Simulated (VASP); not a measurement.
Method: PBEsol GGA, VASP's PBE PAW potentials (set 64) (plane waves; VASP).

Input for VASP

KPOINTS:
```
kpoints
0
Gamma
  6 6 5
0 0 0
```

### POSCAR
```
N
1
    4.0944119249    -0.0000000000     0.0000000000
    0.0000000000     4.0944119249     0.0000000000
    0.0000000000     0.0000000000     5.3667044342
N
4
Direct
  0.9040445435   0.9040445435   0.0000000000
  0.0959554565   0.0959554565   0.0000000000
  0.5959554565   0.4040445435   0.5000000000
  0.4040445435   0.5959554565   0.5000000000
```

**INCAR**
```
ALGO=Normal
EDIFF=1E-7
ENCUT=520
GGA=PS
ISIF=2
ISMEAR=-5
LASPH=T
LCHARG=T
LORBIT=11
LREAL=F
LWAVE=F
NEDOS=601
NELM=100
PREC=Accurate
SYSTEM=N
```

POTCAR, in this order: N (PBE.64 set). Program: vasp_std.

Q: What will the output report for the number of irreducible k-points (NKPTS), number of bands (NBANDS), largest plane-wave count, number of space-group operations, FFT grid (NGX, NGY, NGZ)?

A: 
```
Quantity                                       Value
--------------------------------------  ------------
number of irreducible k-points (NKPTS)            30
number of bands (NBANDS)                          14
largest plane-wave count                        2437
number of space-group operations                  16
FFT grid (NGX, NGY, NGZ)                30 × 30 × 40
```

The structure comes from a computed database's N entry (P4_2/mnm); how it stands against other phases isn't given here. It was relaxed first.
